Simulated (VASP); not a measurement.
Method: vdW-DF2, VASP's PBE PAW potentials (set 64) (plane waves; VASP 6.6.1).

Input for VASP

**KPOINTS**
```
K-points
0
Gamma
  5 5 5
0 0 0
```

**INCAR**
```
# general
SYSTEM   = KZnF3
PREC     = Accurate
ENCUT    = 520   # plane-wave cut-off (eV)
LREAL    = .False.   # projection in real space or not
LASPH    = .True.   # aspherical one-centre terms

# electronic loop
EDIFF    = 1E-7   # SCF stop (eV)
NELM     = 100
ALGO     = Normal   # blocked Davidson
LMAXMIX  = 4

# smearing
ISMEAR   = 0
SIGMA    = 0.05

# functional
GGA      = ML
LUSE_VDW = .True.
AGGAC    = 0.0
ZAB_VDW  = -1.8867

# ions
ISIF     = 2   # forces and stress, cell fixed

# output
LWAVE    = .False.
LCHARG   = .False.
```

### POSCAR
```
KZnF3
1.0
  4.0734065009   0.0000000000   0.0000000000
  0.0000000000   4.0734065009   0.0000000000
  0.0000000000   0.0000000000   4.0734065009
K Zn F
1 1 3
Cartesian
  0.0000000000   0.0000000000   0.0000000000
  2.0367032505   2.0367032505   2.0367032505
  2.0367032505   0.0000000000   2.0367032505
  0.0000000000   2.0367032505   2.0367032505
  2.0367032505   2.0367032505   0.0000000000
```

POTCAR, in this order: K_sv Zn F (PBE.64 set). Program: vasp_std.

Q: Estimate the energy per atom (σ→0), pressure.

A: 
The energy per atom (σ→0) is -2.083 eV/atom. The pressure comes out as 5.13 GPa.

File OSZICAR:
```
...
DAV:  11    -0.104148408330E+02   -0.21920E-03   -0.81102E-03   576   0.892E-01    0.364E-02
DAV:  12    -0.104149188336E+02   -0.78001E-04   -0.43929E-04   728   0.455E-01    0.540E-02
DAV:  13    -0.104148734875E+02    0.45346E-04   -0.22073E-04   686   0.528E-01    0.161E-02
DAV:  14    -0.104148763818E+02   -0.28943E-05   -0.88551E-05   592   0.757E-02    0.801E-03
DAV:  15    -0.104148752951E+02    0.10867E-05   -0.61536E-06   686   0.496E-02    0.318E-03
DAV:  16    -0.104148752006E+02    0.94509E-07   -0.11510E-06   557   0.771E-03    0.766E-04
DAV:  17    -0.104148751822E+02    0.18415E-07   -0.22939E-08   274   0.140E-03
   1 F= -.10414875E+02 E0= -.10414875E+02  d E =-.666239E-13
```

The compound is KZnF3 in the cubic perovskite structure. This cell is one point of a volume scan, at 0.94 of the reference volume.
